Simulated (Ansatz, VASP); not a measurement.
# SmCd: VASP beside Ansatz

Wanted: the spread between two codes on one cell, functional and k mesh. The cell is taken from a series of runs on this material, whose earlier steps may have relaxed, scaled, displaced or heated it; both programs get it as it stands.

Method: plane waves, with VASP 6.6.1 beside it; zone-centre phonons at PBEsol, in Ansatz 0.2.0.

In doubt: a part-filled 4f shell, where there is one, can sit in one of many states, so energies may not be the lowest and differences between runs may mislead; derivatives with an open 4f shell can jump between states, which bears on forces and vibrations.

### 1. Set-up

The structure is cubic, space group Pm-3m (No. 221). Conventional cell: a = 3.818 Å, b = 3.818 Å, c = 3.818 Å, α = 90.00°, β = 90.00°, γ = 90.00°. Nearest to Sm lie 8 Cd at 3.31 Å. Nearest to Cd lie 8 Sm at 3.31 Å. Farther neighbours are not listed.

As a file:

```cif
data_structure
_symmetry_space_group_name_H-M 'P 1'
_symmetry_Int_Tables_number 1
_cell_length_a 3.8185
_cell_length_b 3.8185
_cell_length_c 3.8185
_cell_angle_alpha 90.000
_cell_angle_beta 90.000
_cell_angle_gamma 90.000
_cell_volume 55.68
loop_
_atom_site_label
_atom_site_type_symbol
_atom_site_fract_x
_atom_site_fract_y
_atom_site_fract_z
_atom_site_occupancy
Sm1 Sm 0.50000 0.50000 0.50000 1
Cd2 Cd 0.00000 0.00000 0.00000 1
```

### 2. Ansatz: zone-centre phonons, PBEsol

Ansatz runs on its default PAW (the set named soft_2) files.

Second derivatives magnify differences that forces hide, and they need a tight electronic threshold.

input.yaml

```yaml
crystal:
  lattice:
    - [3.8184876913, 0.0, 0.0]
    - [0.0, 3.8184876913, 0.0]
    - [0.0, 0.0, 3.8184876913]
  atoms:
    - { symbol: Sm, position: [0.5, 0.5, 0.5], spin: 6.28 }
    - { symbol: Cd, position: [0.0, 0.0, 0.0] }
kpoints:
  mp_grid: { grid: [10, 10, 10] }
hamiltonian:
  xc: pbesol
scf:
  occupations: { method: gaussian, width: 0.15 }
output:
  eigenvalues: true
  populations: true
magnetization:
  spin_polarized: true
phonons:
  method: dfpt
  qmesh: [2, 2, 2]
  temperatures: { t_max: 1000, t_step: 50 }
  qpath:
    path:
      - [[0.0, 0.0, 0.0], [0.0, 0.5, 0.0], [0.5, 0.5, 0.0], [0.0, 0.0, 0.0], [0.5, 0.5, 0.5], [0.0, 0.5, 0.0]]
      - [[0.5, 0.5, 0.5], [0.5, 0.5, 0.0]]
    npoints: 10
```

The run is started by

```bash
$ ansatz run input.yaml --threads 8 --pin off --max-ram 14336MiB --backend cpu --events-out ev --progress --plain --runs-dir out
```

Numbers of over 12 decimals in the logs are rounded to 6 here.

The program printed:

```text
Warning: where an SCF of this run starts from atoms to list the orders of its open shells, Sm (site 0, from 0) starts with 5.22 μB on its 4f shell and 0.78 μB on its 5d shell, in the place of the 6.28 μB that the deck gives it: its open shells can hold no more by Hund's first rule. To start from spheres of the given moment, type scf.initial_density.shell_occupations: []
Sm: projections on atomic orbitals take those of the free atom [Kr 4d10] 4f6 5s2 5p6 5d0 6s2, of charge +0.00 (hamiltonian.pseudopotentials.projection_atoms); the dataset's partial waves leave at most 1.0e-3 of an orbital's norm unspanned inside its sphere
Engine: ansatz 0.2.0, aarch64-unknown-linux-gnu
Pseudopotentials: kind: paw
Pseudopotential: Sm, paw, valence charge 16, recommended cutoff 420 eV (normal), Sm.paw.azcp
Pseudopotential: Cd, paw, valence charge 20, recommended cutoff 420 eV (normal), Cd.paw.azcp
Functional definition: PBEsol
  exchange = pbesol_x
  correlation = pbesol_c
Crystal: 2 atoms, lattice volume = 55.677 Å³
Basis set: ecut = 420 eV, 1045 PW (Γ), exchange–correlation on 54×54×54 points (8 copies of the dense FFT grid, shifted against one another)
Bands: 26, of which v1, the nominal top of the filled ones, is band 18 counted from 1 (17 counted from 0)
Symmetry: 48 space group operations
Space group: Pm-3m (ITA 221), of the structure as read, at distance tolerance 3.8e-5 Å
Magnetic group: BNS 221.92 (UNI 1594), of the structure as read, at distance tolerance 3.8e-5 Å
k-points: 56 of 1000
Non-local potential: Sm, projectors of the file, l = 0: 3, l = 1: 2, l = 2: 2, l = 3: 3
Non-local potential: Cd, projectors of the file, l = 0: 3, l = 1: 2, l = 2: 2, l = 3: 1
PAW form: soft (Blöchl's): semilocal exchange-correlation on the pseudo side does not see the compensation charge
PAW frozen core: Sm, regenerated for the run's functional, and the local potential with it (the file was generated under x = pbe(κ = 0.804, μ = 0.219515), c = pbe(β = 0.066725))
PAW frozen core: Cd, regenerated for the run's functional, and the local potential with it (the file was generated under x = pbe(κ = 0.804, μ = 0.219515), c = pbe(β = 0.066725))
PAW one-centre angular grid: Sm, 590 points (default); XC on 64 Gauss nodes
PAW one-centre angular grid: Cd, 590 points (default); XC on 64 Gauss nodes
Initial density: superposition of atomic densities (chi_scale 0.1, normalization cell)
Starting moments: Σ|m| = 6.28 μB on 1 of 2 sites
Initial wavefunctions: pseudopotential atomic-orbital guess
Functional: x = pbesol(κ = 0.804, μ = 0.123457), c = pbesol(β = 0.046)
SCF 1 converged in 12 iterations: F = -16329.507697 eV  dr2 = 6.18e-8
  greatest PAW one-centre occupation: 1.000 electrons in one spin orbital (limit 2), on the Cd atom at site 1 (counted from 0), in its partial waves of l = 0
a single point of the input's cell can leave the moments in the input for a lower state (scf.lower_state_search): this run first made a single point of its cell. This run's own SCFs start from the density of the state that the single point found, with the moments in the input. The single point stayed on the moments in the input.
Initial density: read from a saved state, or passed on in memory by an earlier SCF of this step, an earlier step, the calling program or the single point that the run made first
Stability of the state it starts from, as read at its close in the collinear treatment: not read negative (Ritz values of 1 − χ₀K, real part plus size of imaginary part, from 0.53 to 0.62, by its mixing steps under the symmetry group of the SCF that read it); its run was given moments
Starting moments: Σ|m| = 6.28 μB on 1 of 2 sites; this step starts from the density that it was given
iter 1 solved again at ethr=1.52e-8 eV; its pass at ethr=3.10e-3 eV (dr2=5.46e-6 eV) is discarded
SCF iter   1: F=—  HF=-16329.507703 eV  |F-HF|=—  |Δ(HF+E_count)|=         —  Δρ=7.58e-7 (↑7.58e-7 ↓2.76e-7)  dr2=3.83e-10  dr2_m=7.46e-11  M=5.957 μB ∫|m|=5.958 μB  β_m=0.65  ethr=1.52e-8  ⟨swp⟩=3.9  Hψ=20346  notcnv=0
preconditioner: auto → Kerker (q_TF=auto, 2.537 Å⁻¹)  [metal: Δε(μ)=0.003 eV  Ē_g=10.706 eV  σ=0.150 eV  W_gap=0.01  n_scr=18 (ndim 8)  ℏωp=25.4 eV  f_vac=0.000  D(μ)=8.86/eV (n_scr^D=146)]
spin=Collinear: Kerker preconditioning applied to the charge; magnetization (m = ρ↑ − ρ↓) channel mixes plain (no charge-response kernel on spin).
SCF iter   2: F=—  HF=-16329.507697 eV  |F-HF|=—  |Δ(HF+E_count)|=   5.45e-6  Δρ=3.63e-7 (↑3.63e-7 ↓1.92e-7)  dr2=1.37e-10  dr2_m=1.16e-11  M=5.957 μB ∫|m|=5.958 μB  β_m=0.58  ethr=1.06e-12  ⟨swp⟩=3.0  Hψ=6625  notcnv=0
SCF iter   3: F=—  HF=-16329.507697 eV  |F-HF|=—  |Δ(HF+E_count)|=  9.46e-11  Δρ=4.03e-7 (↑4.03e-7 ↓1.31e-7)  dr2=1.38e-10  dr2_m=1.56e-11  M=5.957 μB ∫|m|=5.958 μB  β_m=0.79  ethr=1.00e-12  ⟨swp⟩=1.0  Hψ=2912  notcnv=0
SCF iter   4: F=—  HF=-16329.507697 eV  |F-HF|=—  |Δ(HF+E_count)|=  1.96e-10  Δρ=1.81e-7 (↑1.81e-7 ↓1.07e-7)  dr2=2.53e-11  dr2_m=3.29e-12  M=5.957 μB ∫|m|=5.958 μB  β_m=0.83  ethr=1.00e-12  ⟨swp⟩=2.0  Hψ=4544  notcnv=0
SCF iter   5: F=—  HF=-16329.507697 eV  |F-HF|=—  |Δ(HF+E_count)|=  3.64e-12  Δρ=5.93e-8 (↑5.93e-8 ↓2.66e-8)  dr2=6.30e-12  dr2_m=3.34e-13  M=5.957 μB ∫|m|=5.958 μB  β_m=0.92  ethr=1.00e-12  ⟨swp⟩=1.5  Hψ=3258  notcnv=0
[...]
eigensolver tolerance schedule: the retry pair's looser diagonalisation over-reported the residual by 87490.03 of it (diagonalisation noise at an unbounded share of the residual, at the tolerance the schedule requests for it); recorded, not acted on — ethr = c·dr2/N_el stays at c = 1.0e-1
spin=Collinear: Kerker preconditioning applied to the charge; magnetization (m = ρ↑ − ρ↓) channel mixes plain (no charge-response kernel on spin).
SCF iter   2: F=—  HF=-16329.507697 eV  |F-HF|=—  |Δ(HF+E_count)|=   3.55e-6  Δρ=1.96e-6 (↑1.96e-6 ↓1.15e-7)  dr2=1.99e-9  dr2_m=5.18e-10  M=5.957 μB ∫|m|=5.958 μB  β_m=0.30  ethr=1.00e-12  ⟨swp⟩=3.5  Hψ=7301  notcnv=0
SCF iter   3: F=—  HF=-16329.507697 eV  |F-HF|=—  |Δ(HF+E_count)|=  1.16e-10  Δρ=3.71e-7 (↑3.71e-7 ↓4.62e-8)  dr2=6.55e-11  dr2_m=2.09e-11  M=5.957 μB ∫|m|=5.958 μB  β_m=0.29  ethr=1.00e-12  ⟨swp⟩=1.5  Hψ=3276  notcnv=0
SCF iter   4: F=-16329.507697 eV  HF=-16329.507697 eV  |F-HF|=3.64e-12  |Δ(HF+E_count)|=  3.64e-12  Δρ=1.22e-7 (↑1.22e-7 ↓3.77e-8)  dr2=5.79e-12  dr2_m=2.87e-12  M=5.957 μB ∫|m|=5.958 μB  ethr=1.00e-12  ⟨swp⟩=2.1  Hψ=7849  notcnv=0
SCF 3 converged in 4 iterations: F = -16329.507697 eV  dr2 = 5.79e-12
phonons: the bands overlap, so this run is a metal and interpolates without the dipole-dipole term. If the crystal is really an insulator or semiconductor, its LO-TO splitting is missing
NSCF: frozen V_eff on 56 k-points
NSCF: frozen V_eff on 126 k-points
DFPT response loops at q = (0, 0, 0) (fractional): preconditioner auto → Kerker (q_TF=auto, 2.537 Å⁻¹) (partly filled bands, converged f_vac=0.000); β = 1.00, the filter's whole step (`scf.mixing.beta` (0.30) is not read by the response loops under this deck's `scf.mixing.preconditioner`; to damp them name `kerker` or `kerker_dos`, under which they read `scf.mixing.beta`, and type it under 1.00, their step now; both keys bind the ground state too); Broyden in place of MSR1
NSCF: frozen V_eff on 432 k-points
DFPT response loops at q = (0, 0, -0.5) (fractional): mixed as the last ones told, above
NSCF: frozen V_eff on 432 k-points
DFPT response loops at q = (0, -0.5, -0.5) (fractional): mixed as the last ones told, above
NSCF: frozen V_eff on 252 k-points
DFPT response loops at q = (-0.5, -0.5, -0.5) (fractional): mixed as the last ones told, above
SCF converged after 7 iterations
Magnetization: 5.9565 μB (20.9783 up, 15.0217 down)
Absolute magnetization: 5.9593 μB (∫|ρ↑−ρ↓|, with the PAW one-centre terms)
Spin contamination: 0.0392 ħ² per cell (⟨S²⟩ above its minimum at these occupations)
Per-site moments (μB) at R_I (Å): [(5.710393, 1.364099), (0.033009, 1.364099)]
Free energy (F): -16329.507697 eV
Harris-Foulkes:  -16329.507697 eV  (|F-HF|=0.00e0)
Internal energy: -16329.408034 eV  (E = F + TS)
E sigma→0 (E₀):  -16329.457866 eV
Entropy (-TS):   -0.099663 eV (-49.832 meV/atom)
Fermi energy:    12.519782 eV
--- Per-component energies (eV) ---
  E_band       = -421.335635
  E_kinetic    = 838.748658
  E_local      = -4750.777722  (includes V_loc(G=0)·N_el)
  E_nonlocal   = 440.155382
  E_hartree    = 2109.502396
  E_xc         = -350.312084
  E_vxc        = -412.965799  (∫ρ·V_xc dr)
  E_paw        = -10140.407094  (= ΣΔE_a)
  E_vpaw       = -755.500924  (= ΣTr[D̂ρ^β])
  E_aug_tail   = 0.000012  (compensation charges beyond the density's cutoff)
  E_ewald      = -4477.171299
  E_core_change = 0.853718  (= ΣΔE_core)
  E_smearing   = -0.099663  (= −TS)
  E_closure    = -0.000000  (closes the sum)
  Σ components = -16329.507697   (vs F -16329.507697, Δ=0.00e0)
--- Band table (eV; the first three rows and the last of 112) ---
  k-point 0 ↑: bands = [... 14 lower, 12.1967, 12.2202, 12.2202, 12.2202, 12.4134, 12.4134, 12.4134, 12.7696, ... 4 higher]
  k-point 1 ↑: bands = [... 14 lower, 12.1968, 12.1997, 12.2272, 12.2272, 12.4067, 12.4185, 12.4185, 12.7458, ... 4 higher]
  k-point 2 ↑: bands = [... 14 lower, 12.1149, 12.1974, 12.2480, 12.2480, 12.3922, 12.4330, 12.4330, 12.4858, ... 4 higher]
  k-point 55 ↓: bands = [... 14 lower, 11.2487, 11.2487, 11.9842, 16.0893, 16.0893, 16.0893, 16.1319, 16.1319, ... 4 higher]
--- Phonons (Γ-DFPT): 2 representative perturbations + reference (Σ response iterations 7) ---
  ASR residual: 4.172e-5 → 0.000e0 eV/Å²; symmetrization residual: 8.972e-8 eV/Å²
  ASR residual per site (eV/Å²): 4.17e-5 2.30e-5
  Γ frequencies (cm⁻¹): 0.00 0.00 0.00 107.79 107.79 107.79
--- Phonons (arbitrary-q DFPT): 4 irreducible q on the 2×2×2 mesh ---
  q = [0.0000, 0.0000, 0.0000] (star 1, of the zone-centre solve; hermiticity 6.53e-8, symmetrization 4.98e-12): -0.00 -0.00 0.00 107.79 107.79 107.79
  q = [0.0000, 0.0000, -0.5000] (star 3, 4 solved perturbations in 684 linear systems a pass and spin channel, the states on 216 of 1000 k-point pairs; hermiticity 2.38e-13, symmetrization 3.17e-12): 73.71 74.32 74.32 85.58 85.58 88.80
  q = [0.0000, -0.5000, -0.5000] (star 3, 4 solved perturbations in 684 linear systems a pass and spin channel, the states on 216 of 1000 k-point pairs; hermiticity 1.08e-5, symmetrization 1.67e-12): 20.93 20.93 64.70 85.41 106.70 106.70
  q = [-0.5000, -0.5000, -0.5000] (star 1, 2 solved perturbations on 126 of 1000 k-point pairs; hermiticity 7.81e-14, symmetrization 4.61e-12): 72.80 72.80 72.80 92.13 92.13 92.13
  sum rule: each row above includes the acoustic sum rule's correction from the zone centre's row sums; it moved no ω² by more than (0.27 cm⁻¹)²
  mesh force constants: q→R imaginary residual 2.24e-17; ASR residual 4.172e-5 → 0.000e0 eV/Å²; symmetrization residual 8.882e-16 eV/Å²
  interpolated dispersion: 62 rows × 6 modes
  density of states and harmonic sums: on the 16×16×16 q-mesh, interpolated from the force constants of a 2×2×2 supercell (no non-analytic term)
  largest difference from the sums on the solved wave vectors: F 7.75e-2 eV, S 1.10e-4 and C_V 3.23e-5 eV/K
  zero-point energy: 0.027880 eV/cell   skipped modes (ω ≤ 0): 3   left out of the sums: 1.22e-4 of the cell's modes: C_V's classical limit lies that fraction below 3 k_B per atom; for a crystal, a wire or a layer, F and S can be off by more, and a phonons.interpolated_qmesh denser along its periods is the remedy for the sampling
--- Löwdin populations: 2 sites ---
  site symbol       q [e]    m [muB]
     0     Sm     16.8270     5.9441
     1     Cd     18.9343    -0.0129
  spilling = 0.006633 (of n_electrons = 36.000000)
```

(Part 1 of 2 ends here.)

[Lines on the potential files, build, host, timing and source positions are cut from VASP's logs without a mark.]

[Logs are printed without paths, hosts, clocks, repeated set-up lines and the standing remarks that a program may print on its own settings, such as how far it seeks lower states.]

[Hosts, paths, dates, database ids (printed as entryN), source tags and the programs' standing remarks are cut or masked in the printed files.]
